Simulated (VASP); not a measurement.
```
CELL_PARAMETERS angstrom
      4.72884     0.00000     0.00000
      0.00000     4.72884     0.00000
      0.00000     0.00000     3.19616
ATOMIC_POSITIONS crystal
  Sn 0.00000 0.00000 0.00000
  Sn 0.50000 0.50000 0.50000
  O  0.30598 0.30598 0.00000
  O  0.80598 0.19402 0.50000
  O  0.19402 0.80598 0.50000
  O  0.69402 0.69402 0.00000
```

Calculation: LDA (Ceperley-Alder, Perdew-Zunger), VASP's LDA PAW potentials (set 64) (plane waves; VASP). Numerical set-up: 520 eV cut-off, Gaussian smearing of 0.050 eV, potentials Sn_d O.

Unless said otherwise, spin-orbit coupling is left out, though it shifts the bands of the heavy elements here.

Problem. What does the run give for the band gap (along the path) with the smallest direct gap where there is one?

Solution. 
- band gap (along the path): 1.14 eV
- smallest direct gap (along the path): 1.14 eV

The compound is SnO2 in the rutile structure. It was relaxed first.
